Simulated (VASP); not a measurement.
Method: rev-vdW-DF2, VASP's PBE PAW potentials (set 64) (plane waves; VASP 6.6.1).

A VASP calculation is set up with these files.

**KPOINTS**
```
k-points along high-symmetry lines
10
Line-mode
Reciprocal
  0.000000   0.000000   0.000000 ! GAMMA
  0.000000   0.500000   0.000000 ! X

  0.000000   0.500000   0.000000 ! X
  0.500000   0.500000   0.000000 ! M

  0.500000   0.500000   0.000000 ! M
  0.000000   0.000000   0.000000 ! GAMMA

  0.000000   0.000000   0.000000 ! GAMMA
  0.000000   0.000000   0.500000 ! Z

  0.000000   0.000000   0.500000 ! Z
  0.000000   0.500000   0.500000 ! R

  0.000000   0.500000   0.500000 ! R
  0.500000   0.500000   0.500000 ! A

  0.500000   0.500000   0.500000 ! A
  0.000000   0.000000   0.500000 ! Z

  0.000000   0.500000   0.000000 ! X
  0.000000   0.500000   0.500000 ! R

  0.500000   0.500000   0.000000 ! M
  0.500000   0.500000   0.500000 ! A
```

### POSCAR
```
MgH2
1
    4.4885196240     0.0000000000     0.0000000000
   -0.0000000000     4.4885196240     0.0000000000
    0.0000000000     0.0000000000     2.9992003638
Mg H
2 4
Direct
  1.0000000000   0.0000000000   1.0000000000
  0.5000000000   0.5000000000   0.5000000000
  0.3042068298   0.3042068298   0.0000000000
  0.8042068298   0.1957931702   0.5000000000
  0.1957931702   0.8042068298   0.5000000000
  0.6957931702   0.6957931702   1.0000000000
```

INCAR:
```
AGGAC = 0.0
ALGO = Normal
EDIFF = 1E-7
ENCUT = 520
GGA = MK
ICHARG = 11
ISMEAR = 0
LASPH = .TRUE.
LCHARG = .FALSE.
LORBIT = 11
LREAL = .FALSE.
LUSE_VDW = .TRUE.
LWAVE = .FALSE.
NELM = 100
PARAM1 = 0.1234568
PARAM2 = 0.7114
PREC = Accurate
SIGMA = 0.05
SYSTEM = MgH2
ZAB_VDW = -1.8867
```

POTCAR, in this order: Mg H (PBE.64 set). Program: vasp_std. Read from the step before: CHGCAR.

The resulting files:

OSZICAR:
```
       N       E                     dE             d eps       ncg     rms          rms(c)
DAV:   1     0.390201022494E+01    0.39020E+01   -0.31077E+03  1440   0.748E+02
DAV:   2    -0.147325173421E+02   -0.18635E+02   -0.17474E+02  2008   0.769E+01
DAV:   3    -0.152689000130E+02   -0.53638E+00   -0.53638E+00  1968   0.188E+01
DAV:   4    -0.152699537670E+02   -0.10538E-02   -0.10538E-02  1856   0.792E-01
DAV:   5    -0.152699606957E+02   -0.69287E-05   -0.69287E-05  1928   0.521E-02
DAV:   6    -0.152699607990E+02   -0.10324E-06   -0.10324E-06  1880   0.518E-03
DAV:   7    -0.152699608008E+02   -0.18773E-08   -0.18773E-08  1872   0.639E-04
   1 F= -.15269961E+02 E0= -.15269961E+02  d E =-.394019E-11
```

File OUTCAR:
```
 val. band max:       -0.6138906736   @ k =   0.1667   0.1667   0.0000

 cond. band min:       3.2216862206   @ k =   0.3889   0.3889   0.5000



 k-point     1 :       0.0000    0.0000    0.0000
  band No.  band energies     occupation
      1      -7.0618      2.00000
      2      -2.0669      2.00000
      3      -2.0669      2.00000
      4      -1.0197      2.00000
      5       4.1933      0.00000
      6       4.5459      0.00000
      7       8.7026      0.00000
      8       8.7026      0.00000

 k-point     2 :       0.0000    0.0556    0.0000
  band No.  band energies     occupation
      1      -7.0413      2.00000
      2      -2.2065      2.00000
      3      -2.0532      2.00000
      4      -0.9446      2.00000
      5       4.2492      0.00000
      6       4.5569      0.00000
      7       8.4836      0.00000
      8       8.7603      0.00000

 k-point     3 :       0.0000    0.1111    0.0000
  band No.  band energies     occupation
      1      -6.9794      2.00000
      2      -2.5335      2.00000
      3      -2.0119      2.00000
      4      -0.8051      2.00000
      5       4.3093      0.00000
      6       4.7021      0.00000
      7       8.0137      0.00000
      8       8.9230      0.00000

 k-point     4 :       0.0000    0.1667    0.0000
  band No.  band energies     occupation
      1      -6.8766      2.00000
      2      -2.9412      2.00000
      3      -1.9441      2.00000
      4      -0.6942      2.00000
      5       4.2786      0.00000
      6       5.0852      0.00000
      7       7.4805      0.00000
      8       9.1652      0.00000

 k-point     5 :       0.0000    0.2222    0.0000
  band No.  band energies     occupation
      1      -6.7332      2.00000
      2      -3.3799      2.00000
      3      -1.8511      2.00000
      4      -0.6421      2.00000
      5       4.2394      0.00000
      6       5.6296      0.00000
      7       6.9493      0.00000
      8       9.4596      0.00000
...
```

The density is held fixed in this step, so its total energy and stress have no physical meaning.

The compound is MgH2 in the rutile structure. It was relaxed first.
